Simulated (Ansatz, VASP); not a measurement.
# Cross-check of WS2 (Tungstenite) between VASP and Ansatz, part 2 of 3

One calculation is typed for both programs; each brings its own data sets. How far apart do they land? The cell is taken from a series of runs on this material, whose earlier steps may have relaxed, scaled, displaced or heated it; both programs get it as it stands.

VASP 6.6.1 and Ansatz 0.2.0.

So far: The structure; VASP: zone-centre phonons, PBE.

## Step 2: VASP: zone-centre phonons, PBE (continued)

Level of this step: PBE, no spin polarisation; plane waves and PAW (W, S) (VASP).

From OUTCAR (step 2):

```text
ion  position               nearest neighbor table
   1  0.333  0.667  0.250-   4 2.42   6 2.42   4 2.42   6 2.42   4 2.42   6 2.42
   2  0.667  0.333  0.750-   3 2.42   5 2.42   3 2.42   5 2.42   3 2.42   5 2.42
   3  0.333  0.667  0.644-   2 2.42   2 2.42   2 2.42
   4  0.667  0.333  0.144-   1 2.42   1 2.42   1 2.42
   5  0.333  0.667  0.856-   2 2.42   2 2.42   2 2.42
   6  0.667  0.333  0.356-   1 2.42   1 2.42   1 2.42

  LATTYP: Found a hexagonal cell.
 ALAT       =     3.1876929207
 C/A-ratio  =     4.6607181969

 Subroutine GETGRP returns: Found 24 space group operations
 (whereof 12 operations were pure point group operations)

The static configuration has the point symmetry D_3d.
 The point group associated with its full space group is D_6h.

 Found     24 irreducible k-points:

   k-points           NKPTS =     24   k-points in BZ     NKDIM =     24   number of bands    NBANDS=     24

   dimension x,y,z NGX =    28 NGY =   28 NGZ =  120
   dimension x,y,z NGXF=    56 NGYF=   56 NGZF=  240

   ENCUT  =  600.0 eV  44.10 Ry    6.64 a.u.   6.37  6.37 29.67*2*pi/ulx,y,z

   NELECT =      36.0000    total number of electrons

 k-points in reciprocal lattice and weights: Automatic mesh
   0.00000000  0.00000000  0.00000000       0.006
   0.11111111  0.00000000  0.00000000       0.037
   0.22222222  0.00000000  0.00000000       0.037
   0.33333333  0.00000000  0.00000000       0.037
   0.44444444  0.00000000  0.00000000       0.037
   0.11111111  0.11111111  0.00000000       0.037
   0.22222222  0.11111111  0.00000000       0.074
   0.33333333  0.11111111  0.00000000       0.074
   0.44444444  0.11111111  0.00000000       0.037
[...]
0.33333333  0.22222222  0.50000000       0.074
   0.33333333  0.33333333  0.50000000       0.012

 average (electrostatic) potential at core
       1 -42.1281       2 -42.1281       3 -87.8295       4 -87.8295       5 -87.8295
       6 -87.8295

  Total       -0.4802645     -0.4802645     -0.4201702     -0.0000000      0.0000000      0.0000000
  in kB       -5.8854299     -5.8854299     -5.1490000     -0.0000000      0.0000000      0.0000000
  external PRESSURE =      -5.6399533 kB  Pullay stress =       0.0000000 kB

  energy-cutoff  :      600.00
  volume of cell :      130.74
      direct lattice vectors                 reciprocal lattice vectors
     3.187692921  0.000000000  0.000000000     0.313706503  0.181118534  0.000000000
    -1.593846460  2.760623049  0.000000000     0.000000000  0.362237068  0.000000000
     0.000000000  0.000000000 14.856938402     0.000000000  0.000000000  0.067308619

 POSITION                                       TOTAL-FORCE (eV/Angst)
[...]
2     0.00000     0.26593     0.00000
    3     0.00000     0.00000     0.08052

 Eigenvectors and eigenvalues of the dynamical matrix
 ----------------------------------------------------

   1 f  =   12.791786 THz    80.373164 2PiTHz  426.688064 cm-1    52.902554 meV
             X         Y         Z           dx          dy          dz
     -0.000000  1.840415  3.714235    -0.000000    0.000000    0.359266
      1.593846  0.920208 11.142704    -0.000000   -0.000000   -0.359266
     -0.000000  1.840415  9.571565     0.000000    0.000000    0.430655
      1.593846  0.920208  2.143096    -0.000000   -0.000000   -0.430655
     -0.000000  1.840415 12.713843     0.000000    0.000000    0.430655
      1.593846  0.920208  5.285374     0.000000   -0.000000   -0.430655

   2 f  =   12.780010 THz    80.299172 2PiTHz  426.295250 cm-1    52.853851 meV
             X         Y         Z           dx          dy          dz
     -0.000000  1.840415  3.714235    -0.000000    0.000000    0.359625
      1.593846  0.920208 11.142704     0.000000    0.000000    0.359625
     -0.000000  1.840415  9.571565    -0.000000   -0.000000   -0.430505
      1.593846  0.920208  2.143096     0.000000    0.000000   -0.430505
     -0.000000  1.840415 12.713843    -0.000000   -0.000000   -0.430505
      1.593846  0.920208  5.285374     0.000000   -0.000000   -0.430505

   3 f  =   12.376987 THz    77.766902 2PiTHz  412.851841 cm-1    51.187082 meV
             X         Y         Z           dx          dy          dz
     -0.000000  1.840415  3.714235    -0.000000    0.000000   -0.000000
      1.593846  0.920208 11.142704     0.000000    0.000000   -0.000000
     -0.000000  1.840415  9.571565    -0.000000   -0.000000    0.500000
      1.593846  0.920208  2.143096     0.000000    0.000000   -0.500000
     -0.000000  1.840415 12.713843    -0.000000   -0.000000   -0.500000
      1.593846  0.920208  5.285374     0.000000   -0.000000    0.500000

   4 f  =   12.278295 THz    77.146802 2PiTHz  409.559830 cm-1    50.778924 meV
             X         Y         Z           dx          dy          dz
     -0.000000  1.840415  3.714235     0.000000   -0.000000    0.000000
      1.593846  0.920208 11.142704     0.000000    0.000000   -0.000000
     -0.000000  1.840415  9.571565    -0.000000   -0.000000    0.500000
      1.593846  0.920208  2.143096    -0.000000    0.000000    0.500000
     -0.000000  1.840415 12.713843    -0.000000   -0.000000   -0.500000
      1.593846  0.920208  5.285374    -0.000000   -0.000000   -0.500000

   5 f  =   10.358879 THz    65.086756 2PiTHz  345.535010 cm-1    42.840862 meV
             X         Y         Z           dx          dy          dz
     -0.000000  1.840415  3.714235     0.228052    0.278102   -0.000000
      1.593846  0.920208 11.142704    -0.228052   -0.278102   -0.000000
     -0.000000  1.840415  9.571565     0.272974    0.332883   -0.000000
      1.593846  0.920208  2.143096    -0.272974   -0.332883   -0.000000
     -0.000000  1.840415 12.713843     0.272974    0.332883   -0.000000
      1.593846  0.920208  5.285374    -0.272974   -0.332883   -0.000000

   6 f  =   10.358879 THz    65.086756 2PiTHz  345.535010 cm-1    42.840862 meV
             X         Y         Z           dx          dy          dz
     -0.000000  1.840415  3.714235     0.278102   -0.228052    0.000000
      1.593846  0.920208 11.142704    -0.278102    0.228052    0.000000
     -0.000000  1.840415  9.571565     0.332883   -0.272974   -0.000000
      1.593846  0.920208  2.143096    -0.332883    0.272974   -0.000000
     -0.000000  1.840415 12.713843     0.332883   -0.272974    0.000000
      1.593846  0.920208  5.285374    -0.332883    0.272974    0.000000

   7 f  =   10.356828 THz    65.073868 2PiTHz  345.466590 cm-1    42.832379 meV
             X         Y         Z           dx          dy          dz
     -0.000000  1.840415  3.714235     0.228034    0.278079   -0.000000
      1.593846  0.920208 11.142704     0.228034    0.278079   -0.000000
     -0.000000  1.840415  9.571565    -0.272982   -0.332892   -0.000000
      1.593846  0.920208  2.143096    -0.272982   -0.332892   -0.000000
     -0.000000  1.840415 12.713843    -0.272982   -0.332892    0.000000
      1.593846  0.920208  5.285374    -0.272982   -0.332892   -0.000000

   8 f  =   10.356828 THz    65.073868 2PiTHz  345.466590 cm-1    42.832379 meV
             X         Y         Z           dx          dy          dz
     -0.000000  1.840415  3.714235    -0.278079    0.228034   -0.000000
      1.593846  0.920208 11.142704    -0.278079    0.228034   -0.000000
     -0.000000  1.840415  9.571565     0.332892   -0.272982   -0.000000
      1.593846  0.920208  2.143096     0.332892   -0.272982    0.000000
     -0.000000  1.840415 12.713843     0.332892   -0.272982    0.000000
      1.593846  0.920208  5.285374     0.332892   -0.272982   -0.000000

   9 f  =    8.627687 THz    54.209354 2PiTHz  287.788650 cm-1    35.681229 meV
             X         Y         Z           dx          dy          dz
     -0.000000  1.840415  3.714235    -0.000000    0.000000   -0.000000
      1.593846  0.920208 11.142704     0.000000    0.000000    0.000000
     -0.000000  1.840415  9.571565    -0.317045   -0.386630    0.000000
      1.593846  0.920208  2.143096    -0.317045   -0.386630   -0.000000
     -0.000000  1.840415 12.713843     0.317045    0.386630   -0.000000
      1.593846  0.920208  5.285374     0.317045    0.386630   -0.000000

  10 f  =    8.627687 THz    54.209354 2PiTHz  287.788650 cm-1    35.681229 meV
             X         Y         Z           dx          dy          dz
     -0.000000  1.840415  3.714235     0.000000    0.000000   -0.000000
      1.593846  0.920208 11.142704     0.000000   -0.000000    0.000000
     -0.000000  1.840415  9.571565     0.386630   -0.317045    0.000000
      1.593846  0.920208  2.143096     0.386630   -0.317045   -0.000000
     -0.000000  1.840415 12.713843    -0.386630    0.317045   -0.000000
      1.593846  0.920208  5.285374    -0.386630    0.317045   -0.000000

  11 f  =    8.624485 THz    54.189239 2PiTHz  287.681863 cm-1    35.667989 meV
             X         Y         Z           dx          dy          dz
     -0.000000  1.840415  3.714235    -0.000000    0.000000   -0.000000
      1.593846  0.920208 11.142704    -0.000000   -0.000000   -0.000000
     -0.000000  1.840415  9.571565     0.317045    0.386630   -0.000000
      1.593846  0.920208  2.143096    -0.317045   -0.386630   -0.000000
     -0.000000  1.840415 12.713843    -0.317045   -0.386630   -0.000000
      1.593846  0.920208  5.285374     0.317045    0.386630   -0.000000

  12 f  =    8.624485 THz    54.189239 2PiTHz  287.681863 cm-1    35.667989 meV
             X         Y         Z           dx          dy          dz
     -0.000000  1.840415  3.714235     0.000000    0.000000   -0.000000
      1.593846  0.920208 11.142704    -0.000000    0.000000    0.000000
     -0.000000  1.840415  9.571565    -0.386630    0.317045   -0.000000
      1.593846  0.920208  2.143096     0.386630   -0.317045   -0.000000
     -0.000000  1.840415 12.713843     0.386630   -0.317045   -0.000000
      1.593846  0.920208  5.285374    -0.386630    0.317045   -0.000000

  13 f  =    0.299395 THz     1.881156 2PiTHz    9.986749 cm-1     1.238199 meV
             X         Y         Z           dx          dy          dz
     -0.000000  1.840415  3.714235     0.000000    0.000000   -0.609039
      1.593846  0.920208 11.142704     0.000000   -0.000000    0.609039
     -0.000000  1.840415  9.571565     0.000000   -0.000000    0.254039
      1.593846  0.920208  2.143096     0.000000    0.000000   -0.254039
     -0.000000  1.840415 12.713843     0.000000   -0.000000    0.254039
      1.593846  0.920208  5.285374     0.000000    0.000000   -0.254039
    [... 43 further lines ...]
     -0.000000  1.840415 12.713843    -0.000000   -0.000000   -0.254293
      1.593846  0.920208  5.285374    -0.000000   -0.000000   -0.254293

 MACROSCOPIC STATIC DIELECTRIC TENSOR IONIC CONTRIBUTION
 ------------------------------------------------------
           0.037520     0.000000     0.000000
           0.000000     0.037520     0.000000
           0.000000     0.000000     0.002259
 ------------------------------------------------------

 ELASTIC MODULI CONTR FROM IONIC RELAXATION (kBar)
 Direction    XX          YY          ZZ          XY          YZ          ZX
 --------------------------------------------------------------------------------
 XX        -358.1480   -273.1539   -869.6030     -0.0000     -0.0000      0.0000
 YY        -273.1539   -358.1480   -869.6030     -0.0000      0.0000     -0.0000
 ZZ        -869.6030   -869.6030  -2395.7142     -0.0000      0.0000      0.0000
 XY          -0.0000     -0.0000     -0.0000    -42.4970      0.0000     -0.0000
 YZ          -0.0000      0.0000      0.0000      0.0000  -1231.1000     -0.0000
 ZX           0.0000     -0.0000      0.0000     -0.0000     -0.0000  -1037.7211
 --------------------------------------------------------------------------------

 PIEZOELECTRIC TENSOR IONIC CONTR  for field in x, y, z        (C/m^2)
          XX          YY          ZZ          XY          YZ          ZX
  --------------------------------------------------------------------------------
  x     0.00000    -0.00000    -0.00000    -0.00000    -0.00000     0.00000
  y    -0.00000     0.00000     0.00000     0.00000    -0.00000    -0.00000
  z     0.00000     0.00000    -0.00000    -0.00000     0.00000    -0.00000
```

This run has no spin polarisation, so a moment on W, if there is one, isn't seen. The dielectric response converges more slowly with the mesh than energies do, so tensor and charges may still move on a finer one. The data set W keeps the semicore shell frozen, which is cheaper and a little less accurate.

(Part 2 of 3 ends here.)

[Lines on the potential files, build, host, timing and source positions are cut from VASP's logs without a mark.]

[Logs are printed without paths, hosts, clocks, repeated set-up lines and the standing remarks that a program may print on its own settings, such as how far it seeks lower states.]

[Hosts, paths, dates, database ids (printed as entryN), source tags and the programs' standing remarks are cut or masked in the printed files.]
